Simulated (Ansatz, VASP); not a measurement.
# Sc2S2N (Sc2NS2 MXene monolayer): VASP beside Ansatz, part 2 of 2

Wanted: the spread between two codes on one cell, functional and k mesh. The structure shown is the start of the Ansatz relaxation below; VASP solves that cell, so the two are compared at the walk's first step.

VASP 6.6.1 and Ansatz 0.2.0.

So far: The starting structure; Ansatz: relaxation, PBE with D3(BJ).

### 3. VASP: single point, PBE with D3(BJ), start cell

Level of this step: PBE with D3(BJ), zero-moment start; plane waves and PAW (S, Sc_sv, N) (VASP).

The same cell, functional, mesh and smearing now go to VASP, with its own data sets.

Lines of VASP's logs that name or quote its potential files are left out, and so is its time.

INCAR reads:

```
SYSTEM = Sc2S2N
PREC = Accurate
ENCUT = 520
EDIFF = 1E-06
NELM = 200
ISMEAR = -1
SIGMA = 0.05
LREAL = .FALSE.
ALGO = Normal
GGA = PE
IVDW = 12
NBANDS = 28
ISPIN = 2
MAGMOM = -0 -0 -0 -0 0
LASPH = .TRUE.
LMAXMIX = 4
LORBIT = 11
LWAVE = .FALSE.
LCHARG = .FALSE.
ISIF = 2
LDIPOL = .TRUE.
IDIPOL = 3
DIPOL = 0.5 0.5 0.5
LVHAR = .TRUE.
GGA_COMPAT = .FALSE.
NELMDL = -8
KPAR = 2
```

POSCAR reads:

```
Sc2S2N
1.0
    3.1545800000      0.0000000000      0.0000000000
   -1.5772900000      2.7319460000      0.0000000000
    0.0000000000      0.0000000000     43.2441630000
S Sc N
2 2 1
Direct
    0.3333334553      0.6666669107      0.4289596263
    0.6666667277      0.3333334553      0.5710403737
    0.6666667277      0.3333334553      0.4712166125
    0.3333334553      0.6666669107      0.5287833875
    0.0000000000      0.0000000000      0.5000000116
```

KPOINTS reads:

```
Automatic mesh
0
Gamma
12 12 1
0 0 0
```

The projector-augmented-wave data sets are S, Sc_sv and N (PBE family, release 64).

Run with:

```sh
$ mpirun -np 2 vasp_std
```

Numbers of over 12 decimals in the logs are rounded to 6 here.

Output:

```text
[banner, memory and clock lines left out]
running    2 mpi-ranks, on    1 nodes
 distrk:  each k-point on    1 cores,    2 groups
 distr:  one band on    1 cores,    1 groups

 POSCAR found type information on POSCAR S ScN
 POSCAR found :  3 types and       5 ions
 LDA part: xc-table for (Slater+PW92), standard interpolation
 POSCAR, INCAR and KPOINTS ok, starting setup
 FFT: planning ... GRIDC
 FFT: planning ... GRID_SOFT
 FFT: planning ... GRID
 WAVECAR not read
 entering main loop
       N       E                     dE             d eps       ncg     rms          rms(c)
DAV:   1     0.533922715151E+03    0.53392E+03   -0.16287E+04  2616   0.105E+03
DAV:   2     0.332168968532E+02   -0.50071E+03   -0.48458E+03  2720   0.386E+02
DAV:   3    -0.380924682039E+02   -0.71309E+02   -0.68947E+02  3692   0.149E+02
DAV:   4    -0.419215722775E+02   -0.38291E+01   -0.37462E+01  3472   0.319E+01
DAV:   5    -0.419997937354E+02   -0.78221E-01   -0.77249E-01  3512   0.528E+00
DAV:   6    -0.420010125299E+02   -0.12188E-02   -0.12180E-02  3564   0.765E-01
DAV:   7    -0.420010466152E+02   -0.34085E-04   -0.34081E-04  3496   0.132E-01
DAV:   8    -0.420010477135E+02   -0.10983E-05   -0.10981E-05  3496   0.246E-02    0.204E+01
DAV:   9    -0.359994765770E+02    0.60016E+01   -0.31411E+01  3500   0.416E+01    0.947E+00
DAV:  10    -0.357309818296E+02    0.26849E+00   -0.40290E+00  3536   0.142E+01    0.546E+00
DAV:  11    -0.357147569318E+02    0.16225E-01   -0.23758E+00  3440   0.108E+01    0.263E+00
DAV:  12    -0.355823636474E+02    0.13239E+00   -0.77104E-01  3632   0.526E+00    0.666E-01
DAV:  13    -0.355809948386E+02    0.13688E-02   -0.38487E-02  2952   0.113E+00    0.639E-01
DAV:  14    -0.355808145091E+02    0.18033E-03   -0.33702E-03  3568   0.500E-01    0.419E-01
[...]
DAV:  22    -0.355791394657E+02   -0.79405E-04   -0.23112E-06  2104   0.706E-03    0.289E-03
DAV:  23    -0.355791834905E+02   -0.44025E-04   -0.13060E-06  2288   0.567E-03    0.480E-03
DAV:  24    -0.355791995561E+02   -0.16066E-04   -0.27430E-07  1976   0.374E-03    0.311E-03
DAV:  25    -0.355792175700E+02   -0.18014E-04   -0.42326E-07  1920   0.335E-03    0.775E-04
DAV:  26    -0.355792234478E+02   -0.58779E-05   -0.13699E-07  1912   0.257E-03    0.469E-04
DAV:  27    -0.355792268138E+02   -0.33660E-05   -0.75124E-08  1728   0.169E-03    0.419E-04
DAV:  28    -0.355792295790E+02   -0.27651E-05   -0.91995E-08  1772   0.158E-03    0.572E-04
DAV:  29    -0.355792304626E+02   -0.88368E-06   -0.34221E-08  1460   0.135E-03
   1 F= -.37152867E+02 E0= -.37142403E+02  d E =-.209292E-01  mag=     0.0000
```

Parts of OUTCAR (step 3):

```text
ion  position               nearest neighbor table
   1  0.333  0.667  0.429-   3 2.58   3 2.58   3 2.58
   2  0.667  0.333  0.571-   4 2.58   4 2.58   4 2.58
   3  0.667  0.333  0.471-   5 2.21   5 2.21   5 2.21   1 2.58   1 2.58   1 2.58   4 3.08   4 3.08
                             4 3.08
   4  0.333  0.667  0.529-   5 2.21   5 2.21   5 2.21   2 2.58   2 2.58   2 2.58   3 3.08   3 3.08
                             3 3.08
   5  0.000  0.000  0.500-   4 2.21   4 2.21   3 2.21   4 2.21   3 2.21   3 2.21

  LATTYP: Found a hexagonal cell.
 ALAT       =     3.1545800000
 C/A-ratio  =    13.7083741734

 Subroutine GETGRP returns: Found 12 space group operations
 (whereof 12 operations were pure point group operations)

The static configuration has the point symmetry D_3d.

 Found     19 irreducible k-points:

   k-points           NKPTS =     19   k-points in BZ     NKDIM =     19   number of bands    NBANDS=     28

   dimension x,y,z NGX =    24 NGY =   24 NGZ =  324
   dimension x,y,z NGXF=    48 NGYF=   48 NGZF=  648

   ENCUT  =  520.0 eV  38.22 Ry    6.18 a.u.   5.87  5.87 80.41*2*pi/ulx,y,z

   NELECT =      39.0000    total number of electrons

 k-points in reciprocal lattice and weights: Automatic mesh
   0.00000000  0.00000000  0.00000000       0.007
   0.08333333 -0.00000000  0.00000000       0.042
   0.16666667 -0.00000000  0.00000000       0.042
   0.25000000 -0.00000000  0.00000000       0.042
   0.33333333 -0.00000000  0.00000000       0.042
   0.41666667 -0.00000000  0.00000000       0.042
   0.50000000 -0.00000000  0.00000000       0.021
   0.08333333  0.08333333  0.00000000       0.042
   0.16666667  0.08333333  0.00000000       0.083
[...]
0.33333333  0.25000000  0.00000000       0.083
   0.33333333  0.33333333  0.00000000       0.014

 dipolmoment           0.000000      0.000000     -0.000002 electrons x Angstroem

 average (electrostatic) potential at core
       1 -94.7227       2 -94.7227       3 -54.0370       4 -54.0370       5 -72.1005

 E-fermi :  -3.8316

 spin component 1
 k-point     1 :       0.0000    0.0000    0.0000
  band No.  band energies     occupation
    ...
     12      -9.0342      1.00000
     13      -6.9145      1.00000
     14      -6.8120      1.00000
     15      -6.8120      1.00000
     16      -5.7262      1.00000
     17      -3.2727      0.00001
     18      -3.2727      0.00001
     19      -2.6322      0.00000
     20      -2.6322      0.00000
     21      -2.2539      0.00000
    ...

 k-point     2 :       0.0833   -0.0000    0.0000
  band No.  band energies     occupation
    ...
     12      -8.9058      1.00000
     13      -7.2871      1.00000
     14      -6.8050      1.00000
     15      -6.4890      1.00000
     16      -5.7905      1.00000
     17      -3.6728      0.04006
     18      -3.3258      0.00004
     19      -3.3002      0.00002
     20      -2.8807      0.00000
     21      -2.1859      0.00000
    ...

 k-point     3 :       0.1667   -0.0000    0.0000
  band No.  band energies     occupation
    ...
     14      -6.7997      1.00000
     15      -6.2614      1.00000
     16      -5.9541      1.00000
     17      -4.5798      1.00000
     18      -4.4874      1.00000
     19      -3.5215      0.00202
     20      -3.2611      0.00001
     21      -2.5455      0.00000
     22      -1.5956      0.00000
     23      -1.1171      0.00000
    ...

 k-point     4 :       0.2500   -0.0000    0.0000
  band No.  band energies     occupation
    ...
     14      -6.8246      1.00000
     15      -6.4279      1.00000
     16      -6.2032      1.00000
     17      -5.7152      1.00000
     18      -5.3167      1.00000
     19      -3.8036      0.36371
     20      -3.5679      0.00510
     21      -3.1363      0.00000
     22      -1.1897      0.00000
     23      -0.7827      0.00000
    ...

 k-point     5 :       0.3333   -0.0000    0.0000
  band No.  band energies     occupation
    ...
     15      -6.9631      1.00000
     16      -6.8837      1.00000
     17      -6.0883      1.00000
     18      -5.5266      1.00000
     19      -4.0349      0.98316
     20      -3.8108      0.39766
     21      -3.6098      0.01171
     22      -0.9780      0.00000
     23      -0.6271      0.00000
     24      -0.1360      0.00000
    ...

 k-point     6 :       0.4167   -0.0000    0.0000
  band No.  band energies     occupation
    ...
     17      -5.9967      1.00000
     18      -5.5455      1.00000
     19      -4.1869      0.99918
     20      -3.9574      0.92523
     21      -3.9031      0.80687
     22      -1.1000      0.00000
     23       0.0075      0.00000
     24       0.3119      0.00000
     25       0.4964      0.00000
     26       0.6407      0.00000
    ...

 Edisp (eV)   -1.57364

  Total       4.05765     4.05765    -0.95173     0.00000     0.00000     0.00000
  in kB      17.44391    17.44391    -4.09149     0.00000     0.00000     0.00000
  external pressure =       10.27 kB  Pullay stress =        0.00 kB

  energy-cutoff  :      520.00
  volume of cell :      372.68
      direct lattice vectors                 reciprocal lattice vectors
     3.154580000  0.000000000  0.000000000     0.316999410  0.183019723  0.000000000
    -1.577290000  2.731946000  0.000000000     0.000000000  0.366039446  0.000000000
     0.000000000  0.000000000 43.244163000     0.000000000  0.000000000  0.023124508

 POSITION                                       TOTAL-FORCE (eV/Angst)
 -----------------------------------------------------------------------------------
     -0.00000      1.82130     18.55000         0.000000     -0.000000      0.661813
      1.57729      0.91065     24.69416        -0.000000      0.000000     -0.661813
      1.57729      0.91065     20.37737        -0.000000      0.000000     -1.270787
     -0.00000      1.82130     22.86680         0.000000     -0.000000      1.270787
      0.00000      0.00000     21.62208        -0.000000     -0.000000      0.000000
 -----------------------------------------------------------------------------------
    total drift:                               -0.000000     -0.001548     -0.000631

  FREE ENERGIE OF THE ION-ELECTRON SYSTEM (eV)
  ---------------------------------------------------
  free  energy   TOTEN  =       -37.1528672597 eV

  energy  without entropy=      -37.1319380577  energy(sigma->0) =      -37.14240266

 vacuum level on the upper side and lower side of the slab         2.391         2.391

 total charge
# of ion       s       p       d       tot
------------------------------------------
    1        1.379   2.275   0.000   3.654
    2        1.379   2.275   0.000   3.654
    3        2.219   6.255   1.184   9.658
    4        2.219   6.255   1.184   9.658
    5        1.252   2.485   0.000   3.737
--------------------------------------------------
tot          8.447  19.545   2.368  30.360

 magnetization (x)
# of ion       s       p       d       tot
------------------------------------------
    1        0.000  -0.000   0.000  -0.000
    2        0.000  -0.000   0.000  -0.000
    3       -0.000  -0.000  -0.000  -0.000
    4       -0.000  -0.000  -0.000  -0.000
    5       -0.000   0.000   0.000   0.000
--------------------------------------------------
tot         -0.000   0.000  -0.000   0.000

[... 2 further parts left out ...]
```

This run allows spin, but its moments start at zero, where symmetry between the spins tends to hold them. Its electron count is odd, so without a moment it is a metal by construction.

### 4. Differences

Known differences besides the potentials themselves: Ansatz cuts the interaction across the vacuum, VASP repeats the sheet with a dipole correction; the cutoff is 420 eV in Ansatz and 520 eV in VASP. Total energies have different zeros and are not compared.

Forces (eV/Å; atoms numbered as in POSCAR):

```tsv
atom	Ansatz x, y, z	VASP x, y, z
S1	0.000, 0.000, 0.688	0.000, 0.000, 0.662
S2	0.000, 0.000, -0.688	0.000, 0.000, -0.662
Sc3	0.000, 0.000, -1.234	0.000, 0.000, -1.271
Sc4	0.000, 0.000, 1.234	0.000, 0.000, 1.271
N5	0.000, 0.000, 0.000	0.000, 0.000, 0.000
```

The forces differ by 16 meV/Å r.m.s., which is 3.1 % of the r.m.s. force of 0.523 eV/Å (both taken over all components). Moments aren't recorded for both runs of this pair, so they may hold unlike magnetic states. With vacuum in the cell, a pressure given here is an average over mostly empty space and none of the material.

### 5. Summary of results

```json
{"r.m.s. force difference (single point, PBE with D3(BJ), start cell)": "3.1 % of the r.m.s. force"}
```

**Reading.** The r.m.s. force difference is 3.1 % of the r.m.s. force (single point, PBE with D3(BJ), start cell), at about the 3 % picked in this series as the mark of a large difference. What causes the difference of the single point, PBE with D3(BJ), start cell pair stays open here. 1 further run of this series is not shown here. Such differences can come from data sets, numerical settings and the points named under the comparisons, not from the functional's error against experiment.

[Lines on the potential files, build, host, timing and source positions are cut from VASP's logs without a mark.]

[Logs are printed without paths, hosts, clocks, repeated set-up lines and the standing remarks that a program may print on its own settings, such as how far it seeks lower states.]

[Hosts, paths, dates, database ids (printed as entryN), source tags and the programs' standing remarks are cut or masked in the printed files.]
